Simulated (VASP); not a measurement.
Calculation: PBEsol GGA, VASP's PBE PAW potentials (set 64) (plane waves; VASP).

A VASP calculation is set up with these files.

File POSCAR:
```
TePb
1
    0.0000000000     3.3304250000     3.3304250000
    3.3304250000     0.0000000000     3.3304250000
    3.3304250000     3.3304250000     0.0000000000
Te Pb
1 1
Direct
  0.0000000000   0.0000000000   0.0000000000
  0.5000000000   0.5000000000   0.5000000000
```

### INCAR
```
SYSTEM = TePb
PREC = Accurate
ENCUT = 210
EDIFF = 1E-6
NELM = 100
ALGO = Normal
LREAL = .FALSE.
LASPH = .TRUE.
ISMEAR = 0
SIGMA = 0.2
GGA = PS
LMAXMIX = 4
LWAVE = .FALSE.
LCHARG = .FALSE.
ISIF = 2
```

File KPOINTS:
```
Automatic mesh
0
gamma
4 4 4
```

POTCAR, in this order: Te Pb_d (PBE.64 set). Program: vasp_std.

Question: What will the output report for the number of irreducible k-points (NKPTS), largest plane-wave count, number of space-group operations, FFT grid (NGX, NGY, NGZ)?

Answer: 
The number of irreducible k-points (NKPTS) is 8, the largest plane-wave count is 531 and the number of space-group operations comes out as 48. The FFT grid (NGX, NGY, NGZ) comes out as 24 × 24 × 24.

The structure comes from a computed database's TePb entry; how it stands against other phases isn't given here. The cell was not relaxed at this level. The run is one of a series of settings (ENCUT = 210, SIGMA = 0.2, KPOINTS 4×4×4 Γ-centred mesh against the base run), some of them coarse on purpose.
